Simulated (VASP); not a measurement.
Consider the following.

```xyz
2
Lattice="0.0000 2.4236 2.4236 2.4236 0.0000 2.4236 2.4236 2.4236 0.0000" Properties=species:S:1:pos:R:3 pbc="T T T"
B      0.0000     0.0000     0.0000
As     1.2118     1.2118     1.2118
```

Computed with RPBE GGA, VASP's PBE PAW potentials (set 64) (plane waves; VASP). Run with 520 eV cut-off, Gaussian smearing of 0.050 eV, potentials B As.

Task: Give the energies of bands 2 to 7 at the high-symmetry points, in eV from the valence-band maximum.

Result: 
```
band     Γ      X      U      L      W
----  ----  -----  -----  -----  -----
2     0.00  -8.33  -7.98  -8.48  -7.92
3     0.00  -3.90  -5.66  -1.75  -5.22
4     0.00  -3.90  -3.34  -1.75  -4.93
5     3.22   1.50   2.10   2.46   5.28
6     3.22   1.54   5.46   4.74   5.74
7     3.22  11.01   8.96   4.74   6.76
```

The gap is indirect, 1.26 eV, from the valence maximum at Γ to the conduction minimum at Γ-X at 0.79.

Measured: gap 1.82 eV (computed value off by -0.56 eV), as given by Wikipedia, List of semiconductor materials.

The compound is BAs in the zinc blende structure. It was relaxed first.
